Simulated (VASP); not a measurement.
Given:

```
MgO
1.0
    2.92464     0.00000     0.00000
   -1.46232     2.53281     0.00000
    0.00000     0.00000     5.10864
Mg O
2 2
Direct
  0.00000   0.00000   0.00000
  0.00000   0.00000   0.50000
  0.33333   0.66667   0.25000
  0.66667   0.33333   0.75000
```

All values below come from PBEsol GGA, VASP's PBE PAW potentials (set 64) (plane waves; VASP). Settings: 520 eV cut-off, Gaussian smearing of 0.050 eV, potentials Mg O.

Question: Give the energies of bands 3 to 10 at the high-symmetry points, in eV from the valence-band maximum.

Answer: 
```csv
band,Γ,M,K,A,L,H
3,-5.02,-4.47,-3.67,-3.15,-4.44,-3.61
4,-0.53,-3.59,-2.98,-3.15,-4.44,-3.61
5,-0.52,-2.70,-2.98,-0.27,-1.57,-3.04
6,-0.52,-1.62,-2.31,-0.27,-1.57,-3.04
7,0.00,-1.25,-2.05,-0.27,-1.00,-1.17
8,0.00,-0.73,-2.05,-0.27,-1.00,-1.17
9,4.30,8.28,10.34,6.75,8.51,9.50
10,7.96,9.40,10.34,6.75,8.51,9.50
```

The gap is direct, 4.30 eV, from the valence maximum at Γ to the conduction minimum at Γ.

The structure was generated: MgO was put into the NiAs type type (P6_3/mmc), which need not be its known phase. It was relaxed first, which changed the volume by -12 %.
